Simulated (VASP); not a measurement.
# A VASP study of TiSi2 (rev-vdW-DF2): structure first, properties next, part 2 of 2

What structure does TiSi2 take at this level, and what are its properties? The start is a cell from a database of measured crystal structures.

VASP 6.6.1, plane waves and PAW; the level of theory is named at each step.

So far. Step 4 (Bands along the symmetry lines (rev-vdW-DF2)): Of the bands kept, 4 cross the Fermi level on this path. Step 5 (Density of states (rev-vdW-DF2)): The finer mesh and the other smearing move the Fermi level by -0.09 eV from the 6×6×6 run, one measure of the sampling error in the zero of the bands above. Of the states within 0.3 eV of the Fermi level, the largest shares in the PAW spheres are Ti d 51 % and Si p 10 %. The rest lies in smaller channels or between the spheres.

### 6. Independent-particle dielectric function (rev-vdW-DF2)

LOPTICS sums transitions from filled to empty bands. NBANDS is raised for it.

Input file INCAR:

```
SYSTEM = TiSi2
PREC = Accurate
ENCUT = 400
EDIFF = 1E-06
NELM = 100
ISMEAR = 0
SIGMA = 0.05
LREAL = .FALSE.
ALGO = Normal
GGA = MK
AGGAC = 0
LUSE_VDW = .TRUE.
PARAM1 = 0.1234
PARAM2 = 0.711357
ZAB_VDW = -1.8867
LASPH = .TRUE.
NBANDS = 68
LORBIT = 11
LWAVE = .FALSE.
LCHARG = .FALSE.
KPAR = 4
LOPTICS = .TRUE.
NEDOS = 1500
CSHIFT = 0.1
```

Input file POSCAR:

```
TiSi2
1.0
    0.0000000000      4.1320296154      4.2596087790
    2.4024027494      0.0000000000      4.2596087790
    2.4024027494      4.1320296154      0.0000000000
Ti Si
2 4
Direct
    0.7500000000      0.7500000000      0.7500000000
    0.5000000000      0.5000000000      0.5000000000
    0.0853890933      0.4146109067      0.0853890933
    0.4146109067      0.0853890933      0.4146109067
    0.1646109067      0.8353890933      0.1646109067
    0.8353890933      0.1646109067      0.8353890933
```

Input file KPOINTS:

```
Automatic mesh
0
Gamma
9 9 9
0 0 0
```

The projector-augmented-wave data sets are Ti_sv and Si (PBE family, release 64).

Started as:

```console
$ mpirun -np 4 vasp_std
```

The job ended after 3.6 min (4 MPI ranks of Intel Xeon Platinum 8259CL at 2.50GHz (Skylake/Cascade Lake), shared host; peak memory 3.3 GiB).

These are independent-particle spectra without excitons or local fields, and fine structure depends on the mesh and on CSHIFT. The intraband (Drude) part is not in this spectrum.

This step gave:

| Property | Result |
| --- | --- |
| bands | 68 |
| energy at zero smearing | -31.57 eV |
| Fermi energy | 10.03 eV |
| pressure | 0.04812 GPa |

The imaginary dielectric function has structure finer than the step of the table below, so its rows give means over 0.5 eV, whole bins alone (the curve runs from 0 to 25.0 eV). Peaks (eV: height): xx 0.14: 21.4, 1.28: 28.8, 4.86: 22.2; yy 0.14: 28.6, 0.81: 29.1, 4.93: 22.3; zz 0.14: 28.2, 0.74: 33.1, 1.15: 28.2, 3.71: 27.6.

Table of imaginary dielectric function by photon energy; means over each step:

| photon energy (eV) | xx | yy | zz |
| --- | --- | --- | --- |
| 0.5 | 15.2 | 18.3 | 25.4 |
| 1.0 | 17.4 | 25.6 | 27.3 |
| 1.5 | 22.8 | 21.0 | 22.8 |
| 2.0 | 18.3 | 21.1 | 19.1 |
| 2.5 | 17.5 | 18.9 | 18.0 |
| 3.0 | 20.6 | 15.8 | 20.9 |
| 3.5 | 19.7 | 14.4 | 25.5 |
| 4.0 | 20.2 | 16.2 | 23.1 |
| 4.5 | 20.9 | 20.0 | 21.8 |
| 5.0 | 21.5 | 21.3 | 19.1 |
| 5.5 | 18.7 | 19.0 | 15.2 |
| 6.0 | 14.2 | 14.4 | 12.7 |
| 6.5 | 8.50 | 8.79 | 9.57 |
| 7.0 | 6.38 | 5.88 | 6.00 |
| 7.5 | 4.73 | 4.38 | 4.34 |
| 8.0 | 3.19 | 3.27 | 2.96 |
| 8.5 | 2.47 | 2.45 | 2.30 |
| 9.0 | 2.11 | 2.01 | 1.90 |
| 9.5 | 1.50 | 1.49 | 1.43 |
| 10.0 | 1.12 | 1.25 | 1.22 |
| 10.5 | 0.895 | 1.08 | 1.07 |
| 11.0 | 0.750 | 0.944 | 0.896 |
| 11.5 | 0.610 | 0.784 | 0.765 |
| 12.0 | 0.493 | 0.601 | 0.607 |
| 12.5 | 0.419 | 0.492 | 0.494 |
| 13.0 | 0.338 | 0.459 | 0.432 |
| 13.5 | 0.301 | 0.415 | 0.377 |
| 14.0 | 0.269 | 0.344 | 0.329 |
| 14.5 | 0.232 | 0.293 | 0.270 |
| 15.0 | 0.208 | 0.242 | 0.228 |
| 15.5 | 0.182 | 0.208 | 0.188 |
| 16.0 | 0.164 | 0.187 | 0.176 |
| 16.5 | 0.145 | 0.158 | 0.153 |
| 17.0 | 0.126 | 0.145 | 0.146 |
| 17.5 | 0.116 | 0.130 | 0.132 |
| 18.0 | 0.0944 | 0.115 | 0.120 |
| 18.5 | 0.0853 | 0.102 | 0.110 |
| 19.0 | 0.0875 | 0.0934 | 0.105 |
| 19.5 | 0.0848 | 0.0963 | 0.110 |
| 20.0 | 0.0815 | 0.0846 | 0.104 |
| 20.5 | 0.0806 | 0.0821 | 0.103 |
| 21.0 | 0.0776 | 0.0772 | 0.0925 |
| 21.5 | 0.0777 | 0.0727 | 0.0837 |
| 22.0 | 0.0723 | 0.0749 | 0.0770 |
| 22.5 | 0.0671 | 0.0743 | 0.0731 |
| 23.0 | 0.0693 | 0.0721 | 0.0695 |
| 23.5 | 0.0692 | 0.0755 | 0.0711 |
| 24.0 | 0.0660 | 0.0734 | 0.0632 |
| 24.5 | 0.0716 | 0.0675 | 0.0678 |

Real dielectric function against photon energy:

| photon energy (eV) | xx | yy | zz |
| --- | --- | --- | --- |
| 0 | 64.6 | 73.6 | 83.7 |
| 1 | 31.7 | 21.8 | 27.4 |
| 2 | 14.9 | 14.4 | 13.8 |
| 3 | 11.3 | 7.08 | 14.7 |
| 4 | 6.24 | 8.51 | 0.912 |
| 5 | -2.06 | -0.998 | -6.07 |
| 6 | -10.4 | -9.38 | -7.85 |
| 7 | -8.07 | -7.85 | -8.91 |
| 8 | -6.16 | -5.77 | -6.25 |
| 9 | -4.50 | -4.18 | -4.40 |
| 10 | -3.38 | -3.06 | -3.13 |
| 11 | -2.45 | -2.29 | -2.40 |
| 12 | -1.79 | -1.75 | -1.81 |
| 13 | -1.31 | -1.23 | -1.31 |
| 14 | -0.909 | -0.909 | -0.986 |
| 15 | -0.621 | -0.619 | -0.694 |
| 16 | -0.393 | -0.382 | -0.423 |
| 17 | -0.200 | -0.181 | -0.221 |
| 18 | -0.0471 | -0.0338 | -0.0661 |
| 19 | 0.103 | 0.109 | 0.0745 |
| 20 | 0.219 | 0.221 | 0.184 |
| 21 | 0.309 | 0.318 | 0.267 |
| 22 | 0.386 | 0.403 | 0.353 |
| 23 | 0.465 | 0.480 | 0.433 |
| 24 | 0.529 | 0.532 | 0.495 |

### 7. Volume scan with rev-vdW-DF2

An equation of state needs energies on both sides of the minimum, all on one mesh and cutoff.

Changes to INCAR since step 6:

```diff
@@ -16,3 +16,3 @@
 LASPH = .TRUE.
-NBANDS = 68
+NBANDS = 26
 LORBIT = 11
@@ -21,4 +21,2 @@
 KPAR = 4
-LOPTICS = .TRUE.
-NEDOS = 1500
-CSHIFT = 0.1
+ISIF = 2
```

Changes to POSCAR since step 6:

```diff
@@ -2,5 +2,5 @@
 1.0
-    0.0000000000      4.1320296154      4.2596087790
-    2.4024027494      0.0000000000      4.2596087790
-    2.4024027494      4.1320296154      0.0000000000
+    0.0000000000      4.0476788120      4.1726535885
+    2.3533603609      0.0000000000      4.1726535885
+    2.3533603609      4.0476788120      0.0000000000
 Ti Si
```

Input file KPOINTS:

```
Automatic mesh
0
Gamma
6 6 6
0 0 0
```

Started as:

```console
$ mpirun -np 4 vasp_std
```

Elapsed: 2 min, on 4 MPI ranks; peak memory 1.8 GiB.

The scan keeps the cell's shape and the fractional positions fixed.

Numbers from this step:

- bands: 26
- irreducible k points: 46
- free energy (TOTEN): -31.44 eV
- energy at zero smearing: -31.44 eV
- Fermi energy: 10.84 eV
- pressure: 10.22 GPa

The pressure here is 10.22 GPa.

### 8. Volume scan with rev-vdW-DF2 (run 2)

INCAR is that of step 7.

Changes to POSCAR since step 7:

```diff
@@ -2,5 +2,5 @@
 1.0
-    0.0000000000      4.0476788120      4.1726535885
-    2.3533603609      0.0000000000      4.1726535885
-    2.3533603609      4.0476788120      0.0000000000
+    0.0000000000      4.0761845316      4.2020394411
+    2.3699338672      0.0000000000      4.2020394411
+    2.3699338672      4.0761845316      0.0000000000
 Ti Si
```

KPOINTS is that of step 7.

Started as:

```console
$ mpirun -np 4 vasp_std
```

Elapsed: 2 min, on 4 MPI ranks; peak memory 1.8 GiB.

Numbers from this step:

- free energy (TOTEN): -31.53 eV
- energy at zero smearing: -31.53 eV
- Fermi energy: 10.58 eV
- pressure: 6.463 GPa

The pressure falls from 10.22 to 6.46 GPa.

The run ends at a pressure of 6.46 GPa, with forces up to 0.0044 eV/Å.

### 9. Volume scan with rev-vdW-DF2 (run 3)

INCAR is that of step 8.

Changes to POSCAR since step 8:

```diff
@@ -2,5 +2,5 @@
 1.0
-    0.0000000000      4.0761845316      4.2020394411
-    2.3699338672      0.0000000000      4.2020394411
-    2.3699338672      4.0761845316      0.0000000000
+    0.0000000000      4.1042970374      4.2310199392
+    2.3862787552      0.0000000000      4.2310199392
+    2.3862787552      4.1042970374      0.0000000000
 Ti Si
```

KPOINTS is that of step 8.

Started as:

```console
$ mpirun -np 4 vasp_std
```

Wall time 2 min (4 MPI ranks); peak memory 1.8 GiB; 5.4 min of CPU time.

The pressure falls from 6.46 to 3.08 GPa.

The run ends at a pressure of 3.08 GPa, with forces up to 0.0012 eV/Å.

### 10. Volume scan with rev-vdW-DF2 (run 4)

INCAR is that of step 9.

Changes to POSCAR since step 9:

```diff
@@ -2,5 +2,5 @@
 1.0
-    0.0000000000      4.1042970374      4.2310199392
-    2.3862787552      0.0000000000      4.2310199392
-    2.3862787552      4.1042970374      0.0000000000
+    0.0000000000      4.1320296154      4.2596087790
+    2.4024027494      0.0000000000      4.2596087790
+    2.4024027494      4.1320296154      0.0000000000
 Ti Si
```

KPOINTS is that of step 9.

Started as:

```console
$ mpirun -np 4 vasp_std
```

The job ended after 2.1 min (4 MPI ranks; peak memory 1.8 GiB; 5.5 min of CPU time).

The pressure falls from 3.08 to 0.05 GPa.

The run ends at a pressure of 0.05 GPa, with forces up to 0.0010 eV/Å.

### 11. Volume scan with rev-vdW-DF2 (run 5)

INCAR is that of step 10.

Changes to POSCAR since step 10:

```diff
@@ -2,5 +2,5 @@
 1.0
-    0.0000000000      4.1320296154      4.2596087790
-    2.4024027494      0.0000000000      4.2596087790
-    2.4024027494      4.1320296154      0.0000000000
+    0.0000000000      4.1593948474      4.2878189308
+    2.4183131651      0.0000000000      4.2878189308
+    2.4183131651      4.1593948474      0.0000000000
 Ti Si
```

KPOINTS is that of step 10.

Started as:

```console
$ mpirun -np 4 vasp_std
```

Wall time 2.1 min (4 MPI ranks); peak memory 1.8 GiB.

The pressure falls from 0.05 to -2.68 GPa.

The run ends at a pressure of -2.68 GPa, with forces up to 0.0026 eV/Å.

### 12. Volume scan with rev-vdW-DF2 (run 6)

INCAR is that of step 11.

Changes to POSCAR since step 11:

```diff
@@ -2,5 +2,5 @@
 1.0
-    0.0000000000      4.1593948474      4.2878189308
-    2.4183131651      0.0000000000      4.2878189308
-    2.4183131651      4.1593948474      0.0000000000
+    0.0000000000      4.1864046617      4.3156626910
+    2.4340169373      0.0000000000      4.3156626910
+    2.4340169373      4.1864046617      0.0000000000
 Ti Si
```

KPOINTS is that of step 11.

Started as:

```console
$ mpirun -np 4 vasp_std
```

Run time: 2.1 min. Hardware: 4 MPI ranks; peak memory 1.8 GiB.

The pressure falls from -2.68 to -5.13 GPa.

The run ends at a pressure of -5.13 GPa, with forces up to 0.0035 eV/Å.

### 13. Volume scan with rev-vdW-DF2 (run 7)

A prediction first. A parabola through the 6 pressures of evenly scaled cells so far, P = 0.04 -144.4 t +322 t² GPa with t = ln(V/V₁) and V₁ the volume at scale 1, gives -7.28 GPa at t = +0.0583.

INCAR is that of step 12.

Changes to POSCAR since step 12:

```diff
@@ -2,5 +2,5 @@
 1.0
-    0.0000000000      4.1864046617      4.3156626910
-    2.4340169373      0.0000000000      4.3156626910
-    2.4340169373      4.1864046617      0.0000000000
+    0.0000000000      4.2130703785      4.3431517296
+    2.4495206479      0.0000000000      4.3431517296
+    2.4495206479      4.2130703785      0.0000000000
 Ti Si
```

KPOINTS is that of step 12.

Started as:

```console
$ mpirun -np 4 vasp_std
```

Run time: 2.4 min. Hardware: 4 MPI ranks; peak memory 2 GiB.

The pressure falls from -5.13 to -7.34 GPa. The parabola predicted -7.28 GPa, +0.06 GPa off.

### 14. The series together

Times are for 4 MPI ranks of Intel Xeon Platinum 8259CL at 2.50GHz (Skylake/Cascade Lake), shared host. The runs compared:

| no. | volume scale | energy above the lowest point (meV/atom) | pressure (GPa) | time | memory (GiB) |
| --- | --- | --- | --- | --- | --- |
| 1 | 0.94 | 27.14 | 10.22 | 2 min | 1.8 |
| 2 | 0.96 | 12.01 | 6.463 | 2 min | 1.8 |
| 3 | 0.98 | 3.17 | 3.083 | 2 min | 1.8 |
| 4 | 1 | 0 | 0.04842 | 2.1 min | 1.8 |
| 5 | 1.02 | 1.91 | -2.680 | 2.1 min | 1.8 |
| 6 | 1.04 | 8.39 | -5.133 | 2.1 min | 1.8 |
| 7 | 1.06 | 18.98 | -7.339 | 2.4 min | 2.0 |

### 15. Fit for rev-vdW-DF2

This step: Birch-Murnaghan fit, rev-vdW-DF2; plane waves and PAW (VASP 6.6.1).

Derived from the runs above.

This step gave:

```
pressure derivative of the bulk modulus : 4.331
r.m.s. error of the fit                 : 3.45e-6 eV/atom
minimum inside the sampled range        : yes
bulk modulus                            : 143.0 GPa
equilibrium volume of the fit           : 14.13 Å³/atom
```

Table of energy above the fitted minimum by volume:

| volume (Å³/atom) | energy above the fitted minimum (eV/atom) |
| --- | --- |
| 13.249 | 0.0272 |
| 13.531 | 0.0120 |
| 13.813 | 0.00320 |
| 14.095 | 3.2e-5 |
| 14.377 | 0.00194 |
| 14.659 | 0.00842 |
| 14.940 | 0.0190 |

The fitted volume lies +0.22 % from the relaxed one. At a finite cutoff and mesh the minimum of the energy and the zero of the stress don't quite coincide, and the relaxation stops at a threshold.

### 16. Self-consistent run (rev-vdW-DF2), changed input

This step: rev-vdW-DF2, DFT+U; plane waves and PAW (Ti_sv, Si) (VASP 6.6.1).

This run is made with a changed input; what comes of it follows.

Changes to INCAR since step 13:

```diff
@@ -4,3 +4,3 @@
 EDIFF = 1E-06
-NELM = 100
+NELM = 55
 ISMEAR = 0
@@ -22 +22,5 @@
 ISIF = 2
+LDAU = .TRUE.
+LDAUTYPE = 2
+LDAUL = 2 2 2 2 2
+LDAUU = 4
```

Changes to POSCAR since step 13:

```diff
@@ -2,5 +2,5 @@
 1.0
-    0.0000000000      4.2130703785      4.3431517296
-    2.4495206479      0.0000000000      4.3431517296
-    2.4495206479      4.2130703785      0.0000000000
+    0.0000000000      4.1320296154      4.2596087790
+    2.4024027494      0.0000000000      4.2596087790
+    2.4024027494      4.1320296154      0.0000000000
 Ti Si
```

KPOINTS is that of step 13.

Started as:

```console
$ mpirun -np 4 vasp_std
```

It took 4.8 s on 4 MPI ranks.

The input was rejected at the start.

VASP's message: “Error reading item LDAUU from file INCAR. Error code was IERR= 5 ... .”. No number of this run is used.

The fault in the input: wrong count of Hubbard values (LDAU = true, LDAUTYPE = 2, LDAUL = "2 2 2 2 2" and LDAUU = "4"). LDAUL, LDAUU and LDAUJ need one entry a species.

### 17. Outcome

- relaxed volume: 14.09 Å³/atom
- relaxed conventional cell a, b, c: 4.805, 8.264, 8.519 Å
- space group after relaxing, within 0.02 Å: Fddd (No. 70)
- band gap: none, a metal
- DOS at the Fermi level: 2.35 states/eV/cell
- bulk modulus from the fit: 143 GPa
- volume from the fit: 14.1 Å³/atom

What this shows: With rev-vdW-DF2, TiSi2 relaxes to 14.09 Å³/atom in space group Fddd (held by the symmetry of the run), comes out as a metal and has a bulk modulus of 143 GPa at fixed shape and positions, an upper bound. Against the listed cell the volume lies -0.3 % (a +0.1 %, b under 0.05 %, c -0.4 %). Bands along the symmetry lines (rev-vdW-DF2): Of the bands kept, 4 cross the Fermi level on this path. The k-sampling is coarse for a metal, so the Fermi level, pressures and the shape of the cell carry errors. No search among competing phases was made, and a listed structure need not be the one stable at ambient conditions. All values are for a static lattice at zero temperature.

[Lines on the potential files, build, host, timing and source positions are cut from VASP's logs without a mark.]

[Logs are printed without paths, hosts, clocks, repeated set-up lines and the standing remarks that a program may print on its own settings, such as how far it seeks lower states.]

[Hosts, paths, dates, database ids (printed as entryN), source tags and the programs' standing remarks are cut or masked in the printed files.]

[A measured line is paired with the nearest computed mode of its activity, which favours agreement.]
